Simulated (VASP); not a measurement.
Method: vdW-DF-cx, VASP's PBE PAW potentials (set 64) (plane waves; VASP).

VASP input:

File POSCAR:
```
MoSi2
1
   -1.6174955481     1.6174955481     3.9626565497
    1.6174955481    -1.6174955481     3.9626565497
    1.6174955481     1.6174955481    -3.9626565497
Si Mo
2 1
Direct
  0.6648844380   0.6648844380   0.0000000000
  0.3351155620   0.3351155620   0.0000000000
  0.0000000000   0.0000000000   0.0000000000
```

INCAR:
```
SYSTEM = MoSi2
PREC = Accurate; ENCUT = 520; LREAL = F
LASPH = T
EDIFF = 1E-7; NELM = 100; ALGO = Normal
LMAXMIX = 4
ISMEAR = 1; SIGMA = 0.1
GGA = CX; LUSE_VDW = T; AGGAC = 0.0
IBRION = 2; NSW = 30; ISIF = 4
EDIFFG = -0.01
LWAVE = F; LCHARG = F
```

**KPOINTS**
```
Regular mesh
0
G
  13 13 13
0 0 0
```

POTCAR, in this order: Si Mo_sv (PBE.64 set). Program: vasp_std.

Output

**OUTCAR**
```
 ion  position               nearest neighbor table
   1  0.665  0.665  0.000-   2 2.61   3 2.63   3 2.63   3 2.63   3 2.63   2 2.66   2 2.66   2 2.66
                             2 2.66   3 2.66
   2  0.335  0.335  0.000-   1 2.61   3 2.63   3 2.63   3 2.63   3 2.63   1 2.66   1 2.66   1 2.66
                             1 2.66   3 2.66
   3  0.000  0.000  0.000-   1 2.63   1 2.63   1 2.63   2 2.63   1 2.63   2 2.63   2 2.63   2 2.63
                             1 2.66   2 2.66
  LATTYP: Found a body centered tetragonal cell.
 ALAT       =     3.2349910962
 C/A-ratio  =     2.4498716886
 Subroutine PRICEL returns:
 Original cell was already a primitive cell.
 Subroutine GETGRP returns: Found 16 space group operations
The static configuration has the point symmetry D_4h.
The dynamic configuration has the point symmetry D_4h.
 Subroutine INISYM returns: Found 16 space group operations
 Subroutine IBZKPT returns following result:
 Found    196 irreducible k-points:

 Following reciprocal coordinates:
            Coordinates               Weight
  0.000000  0.000000  0.000000      1.000000
  0.076923  0.000000 -0.000000      8.000000
  0.153846  0.000000  0.000000      8.000000
  0.230769  0.000000  0.000000      8.000000
...
```

File OSZICAR:
```
       N       E                     dE             d eps       ncg     rms          rms(c)
DAV:   1     0.125248647617E+03    0.12525E+03   -0.11468E+04  5912   0.139E+03
DAV:   2    -0.166123631187E+02   -0.14186E+03   -0.14034E+03  7245   0.333E+02
DAV:   3    -0.196200603175E+02   -0.30077E+01   -0.29456E+01  7819   0.436E+01
DAV:   4    -0.196352797743E+02   -0.15219E-01   -0.15215E-01  6811   0.364E+00
DAV:   5    -0.196354165205E+02   -0.13675E-03   -0.13674E-03  7875   0.320E-01    0.205E+01
DAV:   6    -0.189051602320E+02    0.73026E+00   -0.77206E+00  6916   0.187E+01    0.456E+00
DAV:   7    -0.187696461734E+02    0.13551E+00   -0.12586E+00  6631   0.707E+00    0.437E+00
DAV:   8    -0.187341306727E+02    0.35516E-01   -0.13152E-01  6895   0.298E+00    0.437E-01
DAV:   9    -0.187334824022E+02    0.64827E-03   -0.25862E-03  7343   0.442E-01    0.252E-01
DAV:  10    -0.187334617403E+02    0.20662E-04   -0.83389E-04  7070   0.263E-01    0.608E-02
DAV:  11    -0.187334509965E+02    0.10744E-04   -0.31955E-04  6937   0.139E-01    0.437E-02
DAV:  12    -0.187334435901E+02    0.74064E-05   -0.35566E-05  6813   0.432E-02    0.111E-02
DAV:  13    -0.187334431632E+02    0.42689E-06   -0.17718E-06  7714   0.812E-03    0.181E-03
DAV:  14    -0.187334430892E+02    0.73972E-07   -0.89087E-08  3948   0.231E-03
   1 F= -.18733443E+02 E0= -.18733397E+02  d E =-.187334E+02
       N       E                     dE             d eps       ncg     rms          rms(c)
DAV:   1    -0.187347229491E+02   -0.12798E-02   -0.41222E-02  6188   0.194E+00    0.178E-01
DAV:   2    -0.187340211723E+02    0.70178E-03   -0.13747E-03  7581   0.311E-01    0.886E-02
DAV:   3    -0.187338248120E+02    0.19636E-03   -0.56599E-04  7539   0.190E-01    0.317E-02
DAV:   4    -0.187338200937E+02    0.47183E-05   -0.34373E-05  6587   0.435E-02    0.117E-02
DAV:   5    -0.187338195235E+02    0.57019E-06   -0.18066E-06  7182   0.900E-03    0.530E-03
DAV:   6    -0.187338194736E+02    0.49976E-07   -0.33496E-07  6832   0.376E-03
   2 F= -.18733819E+02 E0= -.18733750E+02  d E =-.376384E-03
       N       E                     dE             d eps       ncg     rms          rms(c)
DAV:   1    -0.187338518673E+02   -0.32344E-04   -0.92196E-04  6188   0.291E-01    0.267E-02
DAV:   2    -0.187338359288E+02    0.15939E-04   -0.31184E-05  7609   0.467E-02    0.133E-02
DAV:   3    -0.187338314109E+02    0.45179E-05   -0.12714E-05  7518   0.286E-02    0.478E-03
DAV:   4    -0.187338312933E+02    0.11759E-06   -0.79875E-07  6643   0.667E-03    0.173E-03
DAV:   5    -0.187338312797E+02    0.13636E-07   -0.38832E-08  3164   0.136E-03
   3 F= -.18733831E+02 E0= -.18733767E+02  d E =-.388190E-03
       N       E                     dE             d eps       ncg     rms          rms(c)
DAV:   1    -0.187339513470E+02   -0.12005E-03   -0.45474E-03  6818   0.600E-01    0.514E-02
DAV:   2    -0.187338820613E+02    0.69286E-04   -0.17828E-04  7028   0.104E-01    0.265E-02
DAV:   3    -0.187338649815E+02    0.17080E-04   -0.48127E-05  7287   0.537E-02    0.100E-02
DAV:   4    -0.187338636127E+02    0.13688E-05   -0.61252E-06  7126   0.186E-02    0.381E-03
DAV:   5    -0.187338635676E+02    0.45151E-07   -0.37295E-07  6489   0.392E-03
   4 F= -.18733864E+02 E0= -.18733797E+02  d E =-.322879E-04
```

File OUTCAR:
```
------------------------ aborting loop because EDIFF is reached ----------------------------------------
  FORCE on cell =-STRESS in cart. coord.  units (eV):
  Direction    XX          YY          ZZ          XY          YZ          ZX
  --------------------------------------------------------------------------------------
  Total       -1.5209771     -1.5209771     -1.5242556      0.0000000     -0.0000000      0.0000000
  in kB      -58.7625533    -58.7625533    -58.8892143      0.0000000     -0.0000000      0.0000000
  external PRESSURE =     -58.8047737 kB  Pullay stress =       0.0000000 kB
  volume of cell :       41.47
      direct lattice vectors                 reciprocal lattice vectors
    -1.618361332  1.618361332  3.958417833     0.000000000  0.308954490  0.126313093
     1.618361332 -1.618361332  3.958417833     0.308954490  0.000000000  0.126313093
     1.618361332  1.618361332 -3.958417833     0.308954490  0.308954490  0.000000000
 POSITION                                       TOTAL-FORCE (eV/Angst)
 -----------------------------------------------------------------------------------
      0.00000      0.00000      5.25955        -0.000000     -0.000000      0.001297
      0.00000      0.00000      2.65729        -0.000000     -0.000000     -0.001297
      1.61836      1.61836     -3.95842         0.000000      0.000000     -0.000000
 -----------------------------------------------------------------------------------
    total drift:                                0.000000     -0.000000     -0.000000
  FREE ENERGIE OF THE ION-ELECTRON SYSTEM (eV)
  ---------------------------------------------------
  free  energy   TOTEN  =       -18.7338635676 eV

  energy  without entropy=      -18.7336652583  energy(sigma->0) =      -18.73379746

 reached required accuracy - stopping structural energy minimisation
```
(Selected blocks of OUTCAR.)

### CONTCAR
```
MoSi2
   1.00000000000000
    -1.6183613322653936    1.6183613322653936    3.9584178330100741
     1.6183613322653936   -1.6183613322653936    3.9584178330100741
     1.6183613322653936    1.6183613322653936   -3.9584178330100741
  Si              Mo
     2     1
Direct
     0.6643495807657444    0.6643495807657444    0.0000000000000000
     0.3356504192342556    0.3356504192342556    0.0000000000000000
     0.0000000000000000    0.0000000000000000    1.0000000000000000
```

The compound is MoSi2 in the MoSi2 type structure. This cell is one point of a volume scan, at 1.03 of the reference volume. Symmetry was kept, so distortions that lower it aren't found.
